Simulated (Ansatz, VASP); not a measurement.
# Cross-check of CsBeCl3 between VASP and Ansatz, part 2 of 2

Aim: how closely do two programs agree when they are given the same cell, functional and k mesh? The cell is invented: As first built, before any earlier steps moved the atoms (in the runner's words): it takes the RbSrCl3 structure with some of its atoms replaced by other elements, volume scaled by an estimate. It may not be a known or stable phase. The cell is taken from a series of VASP runs on this material, whose earlier steps may have relaxed, scaled or displaced it; both programs get it as it stands.

VASP 6.6.1 and Ansatz 0.2.0.

So far: Set-up; VASP: relaxation of cell and atoms, r2SCAN.

### Step 3. Ansatz: relaxation of cell and atoms, r2SCAN

Level of this step: Ansatz beside VASP: Kohn-Sham DFT, plane waves, r2SCAN (Ansatz).

Ansatz runs on its default PAW (the set named soft_2) files.

The same cell, functional, mesh and smearing now go to Ansatz, which takes its cutoff from its data sets.

Contents of input.yaml:

```yaml
crystal:
  lattice:
    - [5.3765966903, 0.1929984461, -0.257720766]
    - [0.1850546805, 5.1667290851, -0.2041710437]
    - [-0.2648938551, -0.2216757638, 5.4212036329]
  atoms:
    - { symbol: Cs, position: [0.5022612064, 0.495220358, 0.5015341507] }
    - { symbol: Cl, position: [0.4305004485, 0.9732029464, 0.0166116081] }
    - { symbol: Cl, position: [0.9661350805, 0.4303285697, 0.0350848681] }
    - { symbol: Cl, position: [0.9845472045, 0.9826889608, 0.5607191219] }
    - { symbol: Be, position: [0.11181206, 0.117614165, 0.8844232511] }
hamiltonian:
  xc: r2scan
  pseudopotentials: { kind: paw }
kpoints:
  mp_grid: { grid: [4, 5, 4] }
scf:
  occupations: { method: fermi_dirac, width: 0.05 }
relax:
  f_tol: 0.01
  max_steps: 60
  cell: { stress_tol: 0.05 }
output:
  forces: true
  stress: true
  write_density: true
  write_potential: true
  elf: true
  volumetric_format: npy
```

Run with:

```bash
$ ansatz run input.yaml --threads 4 --pin off --max-ram 9216MiB --backend cpu --events-out ev --progress --plain --runs-dir out
```

Numbers of over 12 decimals in the logs are rounded to 6 here.

The program printed:

```text
Engine: ansatz 0.2.0, aarch64-unknown-linux-gnu
Pseudopotentials: kind: paw
Pseudopotential: Cs, paw, valence charge 9, recommended cutoff 500 eV (meta_gga), Cs.paw.azcp
Pseudopotential: Cl, paw, valence charge 7, recommended cutoff 500 eV (meta_gga), Cl.paw.azcp
Pseudopotential: Be, paw, valence charge 2, recommended cutoff 500 eV (meta_gga), Be.paw.azcp
Functional definition: r2SCAN
  parameter k0 = 0.174
  parameter k1 = 0.065
  parameter a1 = 4.9479
  exchange = r2scan_x(k0 = k0, k1 = k1, a1 = a1)
  correlation = r2scan_c
Crystal: 5 atoms, lattice volume = 149.829 Å³
Basis set: ecut = 500 eV, 3789 PW (Γ), exchange–correlation on 160×160×160 points (64 copies of the dense FFT grid, shifted against one another)
Bands: 21, of which v1, the nominal top of the filled ones, is band 16 counted from 1 (15 counted from 0)
Symmetry: 1 space group operations
Space group: P1 (ITA 1), of the structure as read, at distance tolerance 5.3e-5 Å
k-points: 42 of 80 (time reversal used)
Non-local potential: Cs, projectors of the file, l = 0: 3, l = 1: 2, l = 2: 2, l = 3: 2
Non-local potential: Cl, projectors of the file, l = 0: 2, l = 1: 2, l = 2: 2
Non-local potential: Be, projectors of the file, l = 0: 2, l = 1: 2, l = 2: 1
PAW form: soft (Blöchl's): semilocal exchange-correlation on the pseudo side does not see the compensation charge
PAW frozen core: Cs, regenerated for the run's functional (the file was generated under x = pbe(κ = 0.804, μ = 0.219515), c = pbe(β = 0.066725))
PAW frozen core: Cl, regenerated for the run's functional (the file was generated under x = pbe(κ = 0.804, μ = 0.219515), c = pbe(β = 0.066725))
PAW frozen core: Be, regenerated for the run's functional (the file was generated under x = pbe(κ = 0.804, μ = 0.219515), c = pbe(β = 0.066725))
PAW one-centre angular grid: Cs, 302 points (default); XC on 160 Gauss nodes
PAW one-centre angular grid: Cl, 302 points (default); XC on 160 Gauss nodes
PAW one-centre angular grid: Be, 302 points (default); XC on 255 of its mesh's 2635 points in the sphere
Initial density: superposition of atomic densities (neutral atoms: chi_scale 0, normalization atom), corrected by the library's trained network
Initial wavefunctions: pseudopotential atomic-orbital guess
Functional: x = r2scan, c = r2scan; τ floored in thin density (d = 2e-4 eV/Å³)
SCF iter   1: F=—  HF=-9039.457382 eV  |F-HF|=—  |Δ(HF+E_count)|=         —  Δρ=4.16e-3  dr2=2.72e-2  dr2_τ=4.13e-2  ethr=1.77e-3  ⟨swp⟩=7.8  Hψ=5490  notcnv=0
preconditioner: auto → Resta (q_TF=auto, 2.109 Å⁻¹)  ε∞=2.7  [insulator: Δε(μ)=6.096 eV  Ē_g=12.733 eV  σ=0.050 eV  W_gap=1.00  n_scr=22 (ndim 8)  ℏωp=16.6 eV  f_vac=0.030  D(μ)=0.00/eV (n_scr^D=0)  ε∞_Penn≈2.7]
SCF iter   2: F=—  HF=-9039.542472 eV  |F-HF|=—  |Δ(HF+E_count)|=   8.51e-2  Δρ=2.32e-3  dr2=6.31e-3  dr2_τ=2.29e-4  ethr=8.51e-5  ⟨swp⟩=2.8  Hψ=2090  notcnv=0  defer=42
SCF iter   3: F=—  HF=-9039.541433 eV  |F-HF|=—  |Δ(HF+E_count)|=   1.04e-3  Δρ=3.93e-4  dr2=3.35e-4  dr2_τ=4.28e-5  ethr=1.97e-5  ⟨swp⟩=2.0  Hψ=1389  notcnv=0  defer=42
SCF iter   4: F=—  HF=-9039.541409 eV  |F-HF|=—  |Δ(HF+E_count)|=   2.45e-5  Δρ=1.03e-4  dr2=1.16e-5  dr2_τ=2.38e-6  ethr=1.05e-6  ⟨swp⟩=2.0  Hψ=1457  notcnv=0  defer=42
SCF iter   5: F=—  HF=-9039.541418 eV  |F-HF|=—  |Δ(HF+E_count)|=   8.96e-6  Δρ=2.92e-5  dr2=1.46e-6  dr2_τ=1.17e-7  ethr=3.63e-8  ⟨swp⟩=2.3  Hψ=1335  notcnv=0  defer=42
SCF iter   6: F=-9039.541419 eV  HF=-9039.541419 eV  |F-HF|=4.16e-8  |Δ(HF+E_count)|=   1.28e-6  Δρ=5.04e-6  dr2=5.80e-8  dr2_τ=2.97e-9  ethr=3.13e-10  ⟨swp⟩=7.5  Hψ=6346  notcnv=0
SCF 1 converged in 6 iterations: F = -9039.541419 eV  dr2 = 5.80e-8
  greatest PAW one-centre occupation: 0.931 electrons in one spin orbital (limit 2), on the Cl atom at site 2 (counted from 0), in its partial waves of l = 0
relax step   1: F+E_penalty+E_count = -9039.54141924 eV  Δ(F+E_penalty+E_count) = +0.000e0 eV  max|allowed force component| = 1.495e-1 eV/Å  Δτ_max = 0.0000 Å  P = +0.225 GPa  Ω = 149.829 Å³  (6 SCF iters, dr2 threshold 1.00e-7 eV, accepted)
[... from here on, the SCF cycles and remarks between the steps are left out ...]
relax step   2: F+E_penalty+E_count = -9039.54692023 eV  Δ(F+E_penalty+E_count) = -5.501e-3 eV  max|allowed force component| = 9.171e-2 eV/Å  Δτ_max = 0.0222 Å  P = +0.127 GPa  Ω = 149.679 Å³  energy of the carried Pulay correction = +7.642e-6 eV  (5 SCF iters, dr2 threshold 5.00e-7 eV, accepted)
relax step   3: F+E_penalty+E_count = -9039.55068791 eV  Δ(F+E_penalty+E_count) = -3.768e-3 eV  max|allowed force component| = 3.216e-2 eV/Å  Δτ_max = 0.0483 Å  P = -0.011 GPa  Ω = 149.650 Å³  energy of the carried Pulay correction = +9.123e-6 eV  (5 SCF iters, dr2 threshold 5.00e-7 eV, accepted)
relax step   4: F+E_penalty+E_count = -9039.55180462 eV  Δ(F+E_penalty+E_count) = -1.117e-3 eV  max|allowed force component| = 2.412e-2 eV/Å  Δτ_max = 0.0219 Å  P = -0.011 GPa  Ω = 150.291 Å³  energy of the carried Pulay correction = -2.346e-5 eV  (5 SCF iters, dr2 threshold 6.46e-8 eV, accepted)
relax step   5: F+E_penalty+E_count = -9039.55323113 eV  Δ(F+E_penalty+E_count) = -1.427e-3 eV  max|allowed force component| = 1.951e-2 eV/Å  Δτ_max = 0.0294 Å  P = -0.013 GPa  Ω = 151.771 Å³  energy of the carried Pulay correction = -9.787e-5 eV  (6 SCF iters, dr2 threshold 4.08e-8 eV, accepted)
relax step   6: F+E_penalty+E_count = -9039.55376183 eV  Δ(F+E_penalty+E_count) = -5.307e-4 eV  max|allowed force component| = 9.665e-4 eV/Å  Δτ_max = 0.0130 Å  P = -0.007 GPa  Ω = 151.791 Å³  energy of the carried Pulay correction = -9.886e-5 eV  (6 SCF iters, dr2 threshold 2.38e-8 eV, accepted)
relax step   7: F+E_penalty+E_count = -9039.55387597 eV  Δ(F+E_penalty+E_count) = -1.141e-4 eV  max|allowed force component| = 3.947e-3 eV/Å  Δτ_max = 0.0086 Å  P = -0.006 GPa  Ω = 151.827 Å³  energy of the carried Pulay correction = -1.007e-4 eV  (8 SCF iters, accepted)
relax step   8: F+E_penalty+E_count = -9039.55398870 eV  Δ(F+E_penalty+E_count) = -1.127e-4 eV  max|allowed force component| = 3.965e-3 eV/Å  Δτ_max = 0.0000 Å  P = -0.006 GPa  Ω = 151.827 Å³  stress off target by 9.58e-3 GPa  SCF on the basis re-selected at this cell (its energy is not comparable with the rows above)  (5 SCF iters)
basis re-selected at this cell: Δ(F+E_penalty+E_count) = -1.127e-4 eV, ΔP = -0.000 GPa vs the last step (what re-selecting the basis moved, of the pressure what is left beyond the Pulay correction that the steps carried, after the strain that the cell walked since its last selection, with what the two solves' SCF thresholds leave and, on support functions, any second-order correction that the steps lacked; it is no m [...]
SCF converged after 5 iterations
Free energy (F): -9039.553989 eV
Harris-Foulkes:  -9039.553989 eV  (|F-HF|=5.64e-11)
Internal energy: -9039.553989 eV  (E = F + TS)
E sigma→0 (E₀):  -9039.553989 eV
Fermi energy:    3.555376 eV
--- Per-component energies (eV) ---
  E_band       = -163.261962
  E_kinetic    = 644.757551
  E_local      = -1084.287873  (includes V_loc(G=0)·N_el)
  E_nonlocal   = 118.667390
  E_hartree    = 350.130477
  E_xc         = -494.100777
  E_vxc        = -565.062936  (∫ρ·V_xc dr)
  E_paw        = -7153.836021  (= ΣΔE_a)
  E_vpaw       = -7.013799  (= ΣTr[D̂ρ^β])
  E_aug_tail   = 0.000109  (compensation charges beyond the density's cutoff)
  E_vtau       = 29.416646  (kinetic-family band-sum trace: ∫τ·v_τ [+ j·A + Jᵃ·Aᵃ] dr)
  E_ewald      = -1420.513477
  E_core_change = -0.371368  (= ΣΔE_core)
  E_smearing   = -0.000000  (= −TS)
  E_closure    = 0.000000  (closes the sum)
  Σ components = -9039.553989   (vs F -9039.553989, Δ=0.00e0)
--- Forces (eV/Å), atoms counted from 1 ---
  atom   1  Cs     0.00089977    -0.00026469    -0.00099165
  atom   2  Cl    -0.00329884     0.00264779    -0.00004345
  atom   3  Cl     0.00052206    -0.00166989    -0.00202228
  atom   4  Cl    -0.00020852     0.00325053     0.00393923
  atom   5  Be     0.00208901    -0.00396589    -0.00087338
  max |Σ_I F_I| component: 8.46e-6 eV/Å
--- Stress (GPa, compression-positive) ---
       -0.006318       0.000415       0.002644
        0.000417      -0.003955       0.000012
        0.002645       0.000015      -0.007411
  P = ⅓ Tr σ = -0.0059 GPa (-0.059 kbar)
--- Band table (eV; the first three rows and the last of 42) ---
  k-point 0: bands = [... 12 lower, -0.3250, 0.0963, 0.0995, 0.2567, 6.5770, 6.6073, 7.5711, 7.5772, ... 1 higher]
  k-point 1: bands = [... 12 lower, -0.2577, -0.0747, -0.0103, 0.1707, 6.9278, 7.2532, 8.0042, 8.0453, ... 1 higher]
  k-point 2: bands = [... 12 lower, -0.4327, -0.1254, -0.0629, 0.0884, 7.3632, 8.0391, 8.5957, 8.9340, ... 1 higher]
  k-point 41: bands = [... 12 lower, -0.1773, 0.0198, 0.1486, 0.3954, 7.6661, 8.6545, 8.9722, 9.1146, ... 1 higher]
--- Relaxed structure (7 steps of the walk, 7 accepted, 1 SCFs on fresh bases) ---
  F+E_penalty+E_count = -9039.55398870 eV   max|allowed force component| = 3.965e-3 eV/Å   (the final SCF, on the basis selected at the relaxed cell)
  cell:  # Å, volume = 151.8273 Å³
    - [5.351097, 0.285938, -0.271885]
    - [0.265028, 5.344552, -0.258728]
    - [-0.282609, -0.292827, 5.350035]
  atoms:
    - { symbol: Cs, position: [0.508618, 0.509369, 0.490177] }
    - { symbol: Cl, position: [0.433598, 0.971350, 0.027866] }
    - { symbol: Cl, position: [0.970336, 0.434255, 0.028529] }
    - { symbol: Cl, position: [0.970838, 0.971329, 0.565004] }
    - { symbol: Be, position: [0.111866, 0.112752, 0.886798] }
```

Wall time 63 s (4 threads of Arm Neoverse V2, shared host); peak memory 0.72 GiB; 4 min of CPU time.

### Step 4. Side by side

Known differences besides the potentials themselves: VASP keeps PBE cores, Ansatz makes them for the functional; both relaxations stop at a tolerance, which leaves soft axes loose, and VASP keeps its plane-wave basis; the cutoff is 500 eV in Ansatz and 400 eV in VASP; Ansatz adds a Pulay correction to the stress that steers its cell, VASP none. Total energies have different zeros and are not compared.

The two programs side by side:

```tsv
quantity	Ansatz	VASP	difference
volume (Å³)	151.83	151.01	+0.54 %
edge a after relaxation, in the typed setting (Å)	5.366	5.350	+0.30 %
edge b after relaxation, in the typed setting (Å)	5.357	5.339	+0.34 %
edge c after relaxation, in the typed setting (Å)	5.365	5.365	+0.00 %
```

The walks stopped with -0.01 GPa left in Ansatz and -0.03 GPa in VASP; each walk ends within a tolerance, so the volume difference is uncertain by about these residues over the bulk modulus, most in soft cells. Found at a tolerance of 0.01 Å, the end structures differ in symmetry: R3m in Ansatz, P1 in VASP; the atoms lie within 0.05 Å of each other, which can come from where the walks stopped or from unlike electronic states.

### Step 5. Ansatz: elastic constants, r2SCAN

Elastic constants are differences of stresses under small strains, so they test the stress and the mesh. The cell compared in this pair holds 151.01 Å³, against 149.83 Å³ for the pair before.

The cell is taken from a series of VASP runs on this material, whose earlier steps may have relaxed, scaled or displaced it; both programs get it as it stands.

Contents of input.yaml:

```yaml
crystal:
  lattice:
    - [5.3360101313, 0.2757946961, -0.2644201846]
    - [0.2549770736, 5.3272805574, -0.2478544734]
    - [-0.2743385505, -0.2809754694, 5.3509273583]
  atoms:
    - { symbol: Cs, position: [0.5075099571, 0.508287613, 0.4902755344] }
    - { symbol: Cl, position: [0.4341686504, 0.9718099076, 0.0275634845] }
    - { symbol: Cl, position: [0.96951319, 0.4341354151, 0.0281716886] }
    - { symbol: Cl, position: [0.9718849815, 0.9718791532, 0.565520738] }
    - { symbol: Be, position: [0.1121792209, 0.112942911, 0.8868415544] }
hamiltonian:
  xc: r2scan
  pseudopotentials: { kind: paw }
kpoints:
  mp_grid: { grid: [4, 4, 4] }
scf:
  occupations: { method: fermi_dirac, width: 0.05 }
elastic:
  mode: relaxed_ion
  stencil: two_point
output:
  forces: true
  stress: true
```

The program printed:

```text
[...]
Crystal: 5 atoms, lattice volume = 151.011 Å³
Basis set: ecut = 500 eV, 3831 PW (Γ), exchange–correlation on 160×160×160 points (64 copies of the dense FFT grid, shifted against one another)
Bands: 21, of which v1, the nominal top of the filled ones, is band 16 counted from 1 (15 counted from 0)
Symmetry: 1 space group operations
[...]
2.000e-3       0.0136       -9039.5538705       2    7582   3848   relax 4 steps, max|allowed force component| 3.77e-5 eV/Å
[...]
δ    σ_12 (GPa)             F (eV)   n_scf  n_hpsi   n_pw
    -2.000e-3      -0.0105       -9039.5538786       2    7597   3850   relax 4 steps, max|allowed force component| 3.38e-5 eV/Å
     2.000e-3       0.0199       -9039.5538600       2    7578   3848   relax 4 steps, max|allowed force component| 2.12e-5 eV/Å
[key lines of the parts left out:]
SCF converged after 2 iterations
Free energy (F): -9039.553883 eV
Fermi energy:    3.593908 eV
P = ⅓ Tr σ = 0.0336 GPa (0.336 kbar)
```

The job ended after 7.2 min (4 threads; peak memory 0.73 GiB).

### Step 6. VASP: elastic constants, r2SCAN

The same cell, functional, mesh and smearing now go to VASP, with its own data sets and cutoff.

Contents of INCAR:

```
SYSTEM = CsBeCl3
PREC = Accurate
ENCUT = 500
EDIFF = 1E-07
NELM = 100
ISMEAR = -1
SIGMA = 0.05
LREAL = .FALSE.
ALGO = Normal
METAGGA = R2SCAN
LASPH = .TRUE.
NBANDS = 22
LORBIT = 11
LWAVE = .FALSE.
LCHARG = .FALSE.
KPAR = 2
IBRION = 6
NFREE = 2
POTIM = 0.015
ISIF = 3
NSW = 1
```

Contents of POSCAR:

```
CsBeCl3
1.0
    5.3360101313      0.2757946961     -0.2644201846
    0.2549770736      5.3272805574     -0.2478544734
   -0.2743385505     -0.2809754694      5.3509273583
Cs Cl Be
1 3 1
Direct
    0.5075099571      0.5082876130      0.4902755344
    0.4341686504      0.9718099076      0.0275634845
    0.9695131900      0.4341354151      0.0281716886
    0.9718849815      0.9718791532      0.5655207380
    0.1121792209      0.1129429110      0.8868415544
```

Contents of KPOINTS:

```
Automatic mesh
0
Gamma
4 4 4
0 0 0
```

PAW data sets: Cs_sv, Cl and Be (PBE family, release 64).

Run with:

```bash
$ mpirun -np 2 vasp_std
```

The program printed:

```text
[banner, memory and clock lines left out]
running    2 mpi-ranks, on    1 nodes
[...]
[... a notice as in an earlier step ...]

 LDA part: xc-table for (None), standard interpolation
 POSCAR, INCAR and KPOINTS ok, starting setup
[...]
entering main loop
       N       E                     dE             d eps       ncg     rms          rms(c)
DAV:   1     0.177037774344E+03    0.17704E+03   -0.13319E+04  1584   0.120E+03
DAV:   2    -0.450763255982E+02   -0.22211E+03   -0.21290E+03  2304   0.225E+02
DAV:   3    -0.646216790268E+02   -0.19545E+02   -0.19482E+02  2010   0.788E+01
DAV:   4    -0.649047982630E+02   -0.28312E+00   -0.28289E+00  1980   0.116E+01
[...]
DAV:  13    -0.571710884697E+02    0.23054E-06   -0.18840E-06  1968   0.915E-03    0.645E-03
DAV:  14    -0.571710879758E+02    0.49392E-06   -0.81395E-07  2004   0.505E-03    0.971E-04
DAV:  15    -0.571710879767E+02   -0.91381E-09   -0.20583E-08  1416   0.988E-04
   1 F= -.57171088E+02 E0= -.57171088E+02  d E =-.689157E-10
[... from here on, the cycles between the ionic steps are left out ...]
   2 F= -.57166472E+02 E0= -.57166472E+02  d E =-.219169E-10
   3 F= -.57166450E+02 E0= -.57166450E+02  d E =-.573284E-10
  34 F= -.57170736E+02 E0= -.57170736E+02  d E =-.738495E-10
  35 F= -.57170738E+02 E0= -.57170738E+02  d E =-.688005E-10
  36 F= -.57169975E+02 E0= -.57169975E+02  d E =-.737668E-10
  37 F= -.57170239E+02 E0= -.57170239E+02  d E =-.692144E-10
  38 F= -.57169834E+02 E0= -.57169834E+02  d E =-.763102E-10
  39 F= -.57169857E+02 E0= -.57169857E+02  d E =-.692290E-10
  40 F= -.57169897E+02 E0= -.57169897E+02  d E =-.801695E-10
  41 F= -.57169824E+02 E0= -.57169824E+02  d E =-.657788E-10
  42 F= -.57169918E+02 E0= -.57169918E+02  d E =-.706267E-10
  43 F= -.57169762E+02 E0= -.57169762E+02  d E =-.745586E-10
 Finite differences progress:
  Degree of freedom:  21/ 21
  Displacement:        2/  2
  Total:              42/ 42
```

From OUTCAR (step 6):

```text
[... 2 further parts left out ...]
[key lines of the parts left out:]
E-fermi :  -0.4105
```

### Step 7. Differences

The two programs side by side:

```tsv
quantity	Ansatz	VASP	difference
C11 (GPa)	14.7	14.8	-0.88 %
C22 (GPa)	14.5	15.0	-3.14 %
C33 (GPa)	14.7	15.2	-3.49 %
C12 (GPa)	8.7	8.6	+1.51 %
C13 (GPa)	8.5	8.5	+0.24 %
C23 (GPa)	8.6	8.7	-1.15 %
C44 (GPa)	7.5	7.5	+0.27 %
C55 (GPa)	7.5	7.5	-0.13 %
C66 (GPa)	7.6	7.7	-0.78 %
```

### Step 8. Outcome

```json
{
 "difference in volume (relaxation of cell and atoms, r2SCAN)": "0.54 %",
 "difference in C33 (elastic constants, r2SCAN)": "-3.5 %"
}
```

In words: The difference in C33 is -3.5 % (elastic constants, r2SCAN), within the 5 % picked in this series as the mark of a large difference. How closely two codes agree says nothing of how well the functional describes the real material.

[Lines on the potential files, build, host, timing and source positions are cut from VASP's logs without a mark.]

[Logs are printed without paths, hosts, clocks, repeated set-up lines and the standing remarks that a program may print on its own settings, such as how far it seeks lower states.]

[Hosts, paths, dates, database ids (printed as entryN), source tags and the programs' standing remarks are cut or masked in the printed files.]
